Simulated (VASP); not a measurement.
Crystal: Ti2RuC3.

```
Ti Ru C
1.0
     3.18951    0.00000    0.00000
    -1.59476    2.76220    0.00000
     0.00000    0.00000    7.84558
Ti Ru C
2 1 3
Cartesian
  0.0000 1.8415 5.1781
  1.5948 0.9207 2.6675
  0.0000 0.0000 0.0000
  0.0000 0.0000 3.9228
  0.0000 1.8415 1.2945
  1.5948 0.9207 6.5511
```

The cell was built by a generator and needn't be a form met in nature.

```yaml
Program: VASP 6.6.1
Task: relaxation of cell and atoms
Functional: PBE
Potentials_or_basis: VASP PAW PBE potentials, release 64 (Ti_sv, Ru_pv, C)
Cutoff: 520 eV
k_mesh: 6 × 6 × 3
Occupations: gaussian, width 0.15 eV
Spin: no spin polarisation
```

At the start: pressure -28.1 GPa; volume 11.52 Å³/atom.

Problem. Where does the relaxation end?

Solution. Over 12 steps the energy falls by 176.7 meV/atom and the volume is 10.07 Å³/atom (-12.6 %); space group P-3m1 (No. 164, to 0.05 Å).

The path:
```csv
step,energy change (eV),largest force (eV/Å),pressure (GPa),volume (Å³)
1,0.0000,1.0555,-28.14,69.12
2,0.7959,0.9177,65.86,50.78
3,-0.8985,1.1927,-1.15,60.68
4,-0.9032,1.1601,1.06,60.18
5,-0.9031,1.1606,1.89,60.01
6,-1.0212,0.3249,1.99,59.98
7,-1.0440,0.3551,2.33,59.94
8,-1.0445,0.2075,2.26,59.95
9,-1.0518,0.0650,-3.15,61.17
10,-1.0569,0.1186,-1.37,60.69
11,-1.0591,0.1273,0.32,60.32
12,-1.0600,0.0201,0.02,60.44
```

Final structure:
```
CELL_PARAMETERS angstrom
3.11080 0.00000 0.00000
-1.55540 2.69404 0.00000
0.00000 0.00000 7.21185
ATOMIC_POSITIONS crystal
Ti 0.33333 0.66667 0.67316
Ti 0.66667 0.33333 0.32684
Ru 0.00000 0.00000 0.00000
C 0.00000 0.00000 0.50000
C 0.33333 0.66667 0.15946
C 0.66667 0.33333 0.84054
```

Caveat: the k mesh is coarse (spacing up to 0.38 Å⁻¹), so the values aren't converged.
